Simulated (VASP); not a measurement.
Input:

```xyz
2
Lattice="0.0000 2.7223 2.7223 2.7223 0.0000 2.7223 2.7223 2.7223 0.0000" Properties=species:S:1:pos:R:3 pbc="T T T"
Ga     0.0000     0.0000     0.0000
P      1.3611     1.3611     1.3611
```

Level of theory: SCAN meta-GGA, VASP's PBE PAW potentials (set 64) (plane waves; VASP). Numerical set-up: 520 eV cut-off, 8×8×8 Γ-centred mesh, Gaussian smearing of 0.050 eV, potentials Ga_d P.

Task: Give the energy at these volumes per atom, relative to the lowest: 19.02, 19.63, 20.23, 20.84, 21.45 Å³.

Result: 19.8, 3.9, 0.0, 5.4, 19.9 meV/atom. A third-order Birch-Murnaghan fit gives B0 = 88.3 GPa and B0′ = 3.8.

Measured: bulk modulus 89.6 GPa at 0 K (computed value off by -1.4 %), as given by Daniel Mejia-Rodriguez et al., Physical Review B (2018), arXiv:1807.09216 [0 K value with the zero-point phonon effect removed]; a 5.439 Å at 0 K (computed value off by +0.1 %), as given by Daniel Mejia-Rodriguez et al., Physical Review B (2018), arXiv:1807.09216 [static lattice: zero-point anharmonic expansion removed].

The compound is GaP in the zinc blende structure. It was relaxed first.
